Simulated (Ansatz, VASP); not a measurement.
Given: the input of a run of Ansatz 0.2.0 on Y3Ge. The cell comes from a database or a generator and needn't be the stable form of this composition.

The input input.yaml:

```yaml
crystal:
  lattice:
    - [-2.265394, 2.265394, 5.19702]
    - [2.265394, -2.265394, 5.19702]
    - [2.265394, 2.265394, -5.19702]
  atoms:
    - { symbol: "Y", position: [0.5, 0.5, 0.0] }
    - { symbol: "Y", position: [0.25, 0.75, 0.5] }
    - { symbol: "Y", position: [0.75, 0.25, 0.5] }
    - { symbol: Ge, position: [0.0, 0.0, 0.0] }
hamiltonian:
  xc: pbe
  pseudopotentials: { kind: paw }
kpoints:
  mp_grid: { grid: [6, 6, 6] }
scf:
  occupations: { method: fermi_dirac, width: 0.05 }
output:
  forces: true
  stress: true
  eigenvalues: true
relax:
  f_tol: 0.01
  max_steps: 40
  cell: { stress_tol: 0.05 }
```

Potentials or basis: Ansatz PAW.

Launch:

```console
$ ansatz run input.yaml --threads 2 --pin off --max-ram 5632MiB --backend cpu --events-out ev --progress --plain --runs-dir out
```

Task: Set up the same calculation for VASP 6.6.1. Potentials or basis there: PBE PAW files Ge_d, Y_sv, 600 eV.

Result: As run (cutoffs and basis follow the program's own potentials, and thresholds, step limits or extra output files can differ):

The input INCAR:

```
SYSTEM = Y3Ge
PREC = Accurate
ENCUT = 600
EDIFF = 1E-7
ISMEAR = -1
SIGMA = 0.05
LREAL = .FALSE.
LASPH = .TRUE.
NELM = 60
ALGO = Normal
ISIF = 3
LWAVE = .FALSE.
LCHARG = .FALSE.
GGA = PE
IBRION = 2
NSW = 40
EDIFFG = -0.01
```

KPOINTS

```
Automatic mesh
0
G
  6 6 6
  0 0 0
```

POSCAR

```
Y3Ge
1.0
   -2.2653940000      2.2653940000      5.1970200000
    2.2653940000     -2.2653940000      5.1970200000
    2.2653940000      2.2653940000     -5.1970200000
Y Ge
3 1
Direct
    0.5000000000      0.5000000000      0.0000000000
    0.2500000000      0.7500000000      0.5000000000
    0.7500000000      0.2500000000      0.5000000000
    0.0000000000      0.0000000000      0.0000000000
```

Potentials or basis: VASP PAW PBE potentials, release 64 (Y_sv, Ge_d).

Command:

```sh
$ cat potpaw_PBE.64/Y_sv/POTCAR potpaw_PBE.64/Ge_d/POTCAR > POTCAR
$ mpirun -np 1 vasp_std > vasp.out
```

Both were run:

|  | Ansatz | VASP |
| --- | --- | --- |
| Relaxed volume | 26.57 Å³/atom | 26.54 Å³/atom |
| Relaxed cell | a = 6.095 Å, b = 6.095 Å, c = 6.095 Å, α = 136.40°, β = 136.40°, γ = 63.37° | a = 6.094 Å, b = 6.094 Å, c = 6.094 Å, α = 136.42°, β = 136.42°, γ = 63.33° |
| Space group after relaxing | I4/mmm (No. 139) | I4/mmm (No. 139) |
| Pressure after relaxing | 0.0 GPa | 0.0 GPa |

Ansatz's pressure holds a Pulay term of +0.01 GPa for its cutoff of 420 eV, which the other run lacks.

Where Ansatz's input types no cutoff or centring, it takes its own default and a Γ-centred mesh.

Pressure is positive in compression.
